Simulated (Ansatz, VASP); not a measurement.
# Cross-check of Cu3OF (antiperovskite type (invented)) between VASP and Ansatz

Wanted: the spread between two codes on one cell, functional and k mesh. The cell is generated by rule, not measured, and may not be a known phase. Of the first pair: The cell is taken from a series of runs on this material, whose earlier steps may have relaxed, scaled, displaced or heated it; both programs get it as it stands.

Program: Ansatz 0.2.0. Level of theory: plane waves, with VASP 6.6.1 beside it; relaxation of cell and atoms at LDA. Results are calculated unless marked as measured.

## (1) Starting point

It takes space group Pm-3m (No. 221, cubic). Conventional cell: a = 3.790 Å, b = 3.790 Å, c = 3.790 Å, α = 90.00°, β = 90.00°, γ = 90.00°. F has 12 Cu at 2.68 Å nearest. Nearest to O lie 6 Cu at 1.90 Å. Nearest to Cu lie 2 O at 1.90 Å. Farther neighbours and most contacts between anions are not listed.

## (2) VASP: relaxation of cell and atoms, LDA, pair 1

The relaxed volume is the usual yardstick between codes: in a stiff, nearly cubic crystal its relative difference is about their pressure difference at one cell divided by the bulk modulus.

Lines of VASP's logs that name or quote its potential files are left out, and so is its time.

The input, INCAR:

```
SYSTEM = Cu3OF
PREC = Accurate
ENCUT = 600
EDIFF = 1E-07
NELM = 120
ISMEAR = 0
SIGMA = 0.01
LREAL = .FALSE.
ALGO = Normal
GGA = CA
NBANDS = 29
LASPH = .TRUE.
LORBIT = 11
LWAVE = .FALSE.
LCHARG = .FALSE.
ISIF = 3
IBRION = 2
NSW = 80
EDIFFG = -0.005
GGA_COMPAT = .FALSE.
NELMIN = 4
EFERMI = MIDGAP
KPAR = 2
```

The input, POSCAR:

```
Cu3OF
1.0
    3.7901770000      0.0000000000      0.0000000000
    0.0000000000      3.7901770000      0.0000000000
    0.0000000000      0.0000000000      3.7901770000
F O Cu
1 1 3
Direct
    0.0000000000      0.0000000000      0.0000000000
    0.4999998681      0.4999998681      0.4999998681
    0.4999998681      0.4999998681      0.0000000000
    0.4999998681      0.0000000000      0.4999998681
    0.0000000000      0.4999998681      0.4999998681
```

The input, KPOINTS:

```
Automatic mesh
0
Gamma
10 10 10
0 0 0
```

PAW data sets: F, O and Cu (LDA family, release 64).

Command:

```
$ mpirun -np 2 vasp_std
```

Numbers of over 12 decimals in the logs are rounded to 6 here.

The log of the run:

```text
[banner, memory and clock lines left out]
running    2 mpi-ranks, on    1 nodes
 distrk:  each k-point on    1 cores,    2 groups
 distr:  one band on    1 cores,    1 groups

 POSCAR found type information on POSCAR F O Cu
 POSCAR found :  3 types and       5 ions
 LDA part: xc-table for (Slater(with rela. corr.)+CA(PZ))
 , standard interpolation
 POSCAR, INCAR and KPOINTS ok, starting setup
 FFT: planning ... GRIDC
 FFT: planning ... GRID_SOFT
 FFT: planning ... GRID
 WAVECAR not read
 entering main loop
       N       E                     dE             d eps       ncg     rms          rms(c)
DAV:   1     0.453166245950E+03    0.45317E+03   -0.23147E+04  3296   0.291E+03
DAV:   2     0.449530834618E+02   -0.40821E+03   -0.38712E+03  3288   0.495E+02
DAV:   3    -0.245663934166E+02   -0.69519E+02   -0.65576E+02  4317   0.225E+02
DAV:   4    -0.281530102147E+02   -0.35866E+01   -0.35369E+01  4778   0.585E+01
DAV:   5    -0.281811881695E+02   -0.28178E-01   -0.28159E-01  4500   0.570E+00    0.142E+01
DAV:   6    -0.265052303524E+02    0.16760E+01   -0.35499E+01  4251   0.125E+02    0.110E+01
DAV:   7    -0.242322998499E+02    0.22729E+01   -0.11285E+01  4198   0.911E+01    0.249E+00
DAV:   8    -0.242723825344E+02   -0.40083E-01   -0.13829E+00  3954   0.917E+00    0.125E+00
DAV:   9    -0.242394946881E+02    0.32888E-01   -0.12268E-01  4685   0.506E+00    0.781E-01
DAV:  10    -0.242334467929E+02    0.60479E-02   -0.26235E-02  3882   0.162E+00    0.548E-01
DAV:  11    -0.242292003602E+02    0.42464E-02   -0.26953E-02  4416   0.174E+00    0.158E-01
DAV:  12    -0.242290649081E+02    0.13545E-03   -0.23120E-03  4141   0.513E-01    0.584E-02
DAV:  13    -0.242290752382E+02   -0.10330E-04   -0.17951E-04  4549   0.127E-01    0.294E-02
DAV:  14    -0.242290622934E+02    0.12945E-04   -0.96840E-05  4115   0.133E-01    0.109E-02
DAV:  15    -0.242290610461E+02    0.12473E-05   -0.62833E-06  4151   0.314E-02    0.484E-03
DAV:  16    -0.242290608715E+02    0.17459E-06   -0.16071E-06  4022   0.981E-03    0.765E-04
DAV:  17    -0.242290608689E+02    0.26257E-08   -0.58478E-08  1886   0.312E-03
   1 F= -.24229061E+02 E0= -.24229061E+02  d E =-.242291E+02
 curvature:   0.00 expect dE= 0.000E+00 dE for cont linesearch  0.000E+00
 trial: gam= 0.00000 g(F)=  0.000E+00 g(S)=  0.124E-02 ort = 0.000E+00 (trialstep = 0.100E+01)
 search vector abs. value=  0.124E-02
 bond charge predicted
       N       E                     dE             d eps       ncg     rms          rms(c)
DAV:   1    -0.242578565866E+02   -0.28796E-01   -0.48817E-01  3965   0.123E+01    0.135E+00
DAV:   2    -0.242372902509E+02    0.20566E-01   -0.22978E-01  4018   0.962E+00    0.501E-01
DAV:   3    -0.242305710603E+02    0.67192E-02   -0.43133E-02  4014   0.499E+00    0.259E-01
DAV:   4    -0.242297457451E+02    0.82532E-03   -0.14045E-03  4809   0.802E-01    0.128E-01
DAV:   5    -0.242294519788E+02    0.29377E-03   -0.36590E-04  5217   0.333E-01    0.495E-02
DAV:   6    -0.242294046712E+02    0.47308E-04   -0.56697E-05  4806   0.740E-02    0.124E-02
DAV:   7    -0.242294024732E+02    0.21980E-05   -0.66012E-06  4938   0.413E-02    0.372E-03
DAV:   8    -0.242294024366E+02    0.36623E-07   -0.17994E-06  4210   0.109E-02    0.163E-03
DAV:   9    -0.242294024093E+02    0.27271E-07   -0.50865E-08  1752   0.410E-03
   2 F= -.24229402E+02 E0= -.24229402E+02  d E =-.341540E-03
 trial-energy change:   -0.000342  1 .order   -0.000322   -0.001244    0.000600
 step:   0.6882(harm=  0.6748)  dis= 0.00000  next Energy=   -24.229495 (dE=-0.434E-03)
 bond charge predicted
       N       E                     dE             d eps       ncg     rms          rms(c)
DAV:   1    -0.242322666780E+02   -0.28642E-02   -0.47185E-02  3965   0.379E+00    0.424E-01
DAV:   2    -0.242302979925E+02    0.19687E-02   -0.22904E-02  4018   0.304E+00    0.162E-01
DAV:   3    -0.242295977543E+02    0.70024E-03   -0.44192E-03  3995   0.161E+00    0.797E-02
DAV:   4    -0.242295202659E+02    0.77488E-04   -0.14106E-04  4800   0.241E-01    0.401E-02
DAV:   5    -0.242294925047E+02    0.27761E-04   -0.37019E-05  5157   0.104E-01    0.163E-02
DAV:   6    -0.242294874490E+02    0.50557E-05   -0.55430E-06  4815   0.237E-02    0.380E-03
DAV:   7    -0.242294872391E+02    0.20989E-06   -0.61452E-07  3913   0.125E-02    0.111E-03
DAV:   8    -0.242294872325E+02    0.66166E-08   -0.15974E-07  1990   0.398E-03
   3 F= -.24229487E+02 E0= -.24229487E+02  d E =-.426364E-03
 curvature:  -0.34 expect dE=-0.380E-07 dE for cont linesearch -0.380E-07
 trial: gam=-0.00944 g(F)=  0.106E-48 g(S)=  0.113E-06 ort = 0.119E-04 (trialstep = 0.938E+00)
 search vector abs. value=  0.110E-09
 reached required accuracy - stopping structural energy minimisation
```

From OUTCAR (step 2):

```text
ion  position               nearest neighbor table
   1  0.000  0.000  0.000-
   2  0.500  0.500  0.500-   3 1.90   4 1.90   5 1.90   5 1.90   4 1.90   3 1.90
   3  0.500  0.500  0.000-   2 1.90   2 1.90   5 2.68   4 2.68   5 2.68   4 2.68   4 2.68   5 2.68
                             5 2.68   4 2.68
   4  0.500  0.000  0.500-   2 1.90   2 1.90   5 2.68   3 2.68   5 2.68   3 2.68   3 2.68   5 2.68
                             3 2.68   5 2.68
   5  0.000  0.500  0.500-   2 1.90   2 1.90   4 2.68   3 2.68   4 2.68   3 2.68   3 2.68   4 2.68
                             3 2.68   4 2.68

  LATTYP: Found a simple cubic cell.
 ALAT       =     3.7901770000

 Subroutine GETGRP returns: Found 48 space group operations
 (whereof 48 operations were pure point group operations)

The static configuration has the point symmetry O_h .

 Found     56 irreducible k-points:

   k-points           NKPTS =     56   k-points in BZ     NKDIM =     56   number of bands    NBANDS=     29

   dimension x,y,z NGX =    30 NGY =   30 NGZ =   30
   dimension x,y,z NGXF=    60 NGYF=   60 NGZF=   60

   ENCUT  =  600.0 eV  44.10 Ry    6.64 a.u.   7.57  7.57  7.57*2*pi/ulx,y,z

   NELECT =      46.0000    total number of electrons

 k-points in reciprocal lattice and weights: Automatic mesh
   0.00000000  0.00000000  0.00000000       0.001
   0.10000000  0.00000000  0.00000000       0.006
   0.20000000  0.00000000  0.00000000       0.006
   0.30000000  0.00000000  0.00000000       0.006
   0.40000000  0.00000000  0.00000000       0.006
   0.50000000  0.00000000  0.00000000       0.003
   0.10000000  0.10000000  0.00000000       0.012
   0.20000000  0.10000000  0.00000000       0.024
   0.30000000  0.10000000  0.00000000       0.024
[...]
0.50000000  0.50000000  0.40000000       0.006
   0.50000000  0.50000000  0.50000000       0.001

 average (electrostatic) potential at core
       1 -73.1692       2 -73.5824       3 -65.9601       4 -65.9601       5 -65.9601

 E-fermi :   5.4711

 k-point     1 :       0.0000    0.0000    0.0000
  band No.  band energies     occupation
    ...
     19       3.5979      2.00000
     20       4.1643      2.00000
     21       4.1643      2.00000
     22       4.1643      2.00000
     23       4.1921      2.00000
     24       5.5529      0.00000
     25      10.9016      0.00000
     26      10.9016      0.00000
     27      13.0968      0.00000
     28      13.0968      0.00000
    ...

 k-point     2 :       0.1000    0.0000    0.0000
  band No.  band energies     occupation
    ...
     19       3.6275      2.00000
     20       4.1474      2.00000
     21       4.1474      2.00000
     22       4.1643      2.00000
     23       4.1654      2.00000
     24       5.6673      0.00000
     25      10.5832      0.00000
     26      10.9601      0.00000
     27      13.1190      0.00000
     28      13.1190      0.00000
    ...

 k-point     3 :       0.2000    0.0000    0.0000
  band No.  band energies     occupation
    ...
     19       3.7765      2.00000
     20       4.0871      2.00000
     21       4.0979      2.00000
     22       4.0979      2.00000
     23       4.1645      2.00000
     24       6.0053      0.00000
     25       9.9594      0.00000
     26      11.1415      0.00000
     27      13.1931      0.00000
     28      13.1931      0.00000
    ...

  Total        0.0019753      0.0019753      0.0019753     -0.0000000     -0.0000000     -0.0000000
  in kB        0.0578860      0.0578860      0.0578860     -0.0000000     -0.0000000     -0.0000000
  external PRESSURE =       0.0578860 kB  Pullay stress =       0.0000000 kB

  energy-cutoff  :      600.00
  volume of cell :       54.67
      direct lattice vectors                 reciprocal lattice vectors
     3.795395111  0.000000000 -0.000000000     0.263477180  0.000000000 -0.000000000
    -0.000000000  3.795395111 -0.000000000    -0.000000000  0.263477180  0.000000000
     0.000000000  0.000000000  3.795395111     0.000000000  0.000000000  0.263477180

 POSITION                                       TOTAL-FORCE (eV/Angst)
 -----------------------------------------------------------------------------------
      0.00000      0.00000      0.00000        -0.000000      0.000000      0.000000
      1.89770      1.89770      1.89770         0.000000      0.000000      0.000000
      1.89770      1.89770     -0.00000        -0.000000      0.000000      0.000000
      1.89770      0.00000      1.89770         0.000000      0.000000      0.000000
      0.00000      1.89770      1.89770         0.000000      0.000000      0.000000
 -----------------------------------------------------------------------------------
    total drift:                                0.000771      0.000771      0.000771

  FREE ENERGIE OF THE ION-ELECTRON SYSTEM (eV)
  ---------------------------------------------------
  free  energy   TOTEN  =       -24.2294872325 eV

  energy  without entropy=      -24.2294872325  energy(sigma->0) =      -24.22948723

 reached required accuracy - stopping structural energy minimisation

 total charge
# of ion       s       p       d       tot
------------------------------------------
    1        1.743   4.228   0.000   5.972
    2        1.508   3.522   0.000   5.031
    3        0.351   0.309   9.330   9.990
    4        0.351   0.309   9.330   9.990
    5        0.351   0.309   9.330   9.990
--------------------------------------------------
tot          4.304   8.677  27.991  40.972

[... 3 further parts left out ...]
```

CONTCAR:

```
Cu3OF
   1.00000000000000
     3.7953951107522879    0.0000000000000000   -0.0000000000000000
    -0.0000000000000000    3.7953951107522879   -0.0000000000000000
     0.0000000000000000    0.0000000000000000    3.7953951107522879
  F               O               Cu
     1     1     3
Direct
     0.0000000000000000    0.0000000000000000    0.0000000000000000
     0.4999998680999980    0.4999998680999980    0.4999998680999980
     0.4999998680999980    0.4999998680999980    0.0000000000000000
     0.4999998680999980    0.0000000000000000    0.4999998680999980
     0.0000000000000000    0.4999998680999980    0.4999998680999980
```

This run has no spin polarisation, so a moment on Cu, if there is one, isn't seen.

(Continued in part 2 of 2.)

[Lines on the potential files, build, host, timing and source positions are cut from VASP's logs without a mark.]

[Logs are printed without paths, hosts, clocks, repeated set-up lines and the standing remarks that a program may print on its own settings, such as how far it seeks lower states.]

[Hosts, paths, dates, database ids (printed as entryN), source tags and the programs' standing remarks are cut or masked in the printed files.]
